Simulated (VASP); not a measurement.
Set up this calculation in VASP 6.6.1, as the native input.

| Item | Value |
| --- | --- |
| Task | single point |
| Functional | PBE |
| Dispersion | D3(BJ) |
| Potentials or basis | VASP PAW PBE potentials, release 64 (Sr_sv, Ag) |
| Cutoff | 520 eV |
| k mesh | 4 × 4 × 4, shifted |
| Occupations | methfessel-paxton, width 0.2 eV |
| Spin | no spin polarisation |
| Dipole correction | no |
| Further INCAR settings | ALGO = Normal; EDIFF = 1e-06; NBANDS = 28 |

The structure of Sr3Ag lies in POSCAR:

```
Sr3Ag
1.0
    5.4908750000      0.0000000000      0.0000000000
    0.0000000000      5.4908750000      0.0000000000
    0.0000000000      0.0000000000      5.4908750000
Sr Ag
3 1
Direct
    0.0000000000      0.5000000000      0.5000000000
    0.5000000000      0.0000000000      0.5000000000
    0.5000000000      0.5000000000      0.0000000000
    0.0000000000      0.0000000000      0.0000000000
```

The cell comes from a database or a generator and needn't be the stable form of this composition.

One way to write it, as run:

INCAR

```
PREC = Accurate
ENCUT = 520
EDIFF = 1E-6
ISMEAR = 1
SIGMA = 0.2
LREAL = F
LASPH = T
NELM = 100
ALGO = Normal
ISIF = 2
LWAVE = F
LCHARG = F
GGA = PE
IVDW = 12
NBANDS = 28
```

KPOINTS

```
Automatic mesh
0
Gamma
  4 4 4
  0.5 0.5 0.5
```

Potentials or basis: VASP PAW PBE potentials, release 64 (Sr_sv, Ag).

Command:

```console
$ cat potpaw_PBE.64/Sr_sv/POTCAR potpaw_PBE.64/Ag/POTCAR > POTCAR
$ mpirun -np 1 vasp_std > vasp.out
```

It gave:

```yaml
Pressure: -1.0 GPa
Band_gap_on_the_k_mesh: none (metal or under the smearing width)
Dispersion_energy_per_atom: -0.257 eV
```

Caveat: pairwise dispersion overbinds metals, which lowers pressure and volume.

Run time: 48 s on 1 thread of AMD EPYC 7R43 64-Core Processor (Zen 3), with other jobs on the host, peak memory 0.21 GiB.
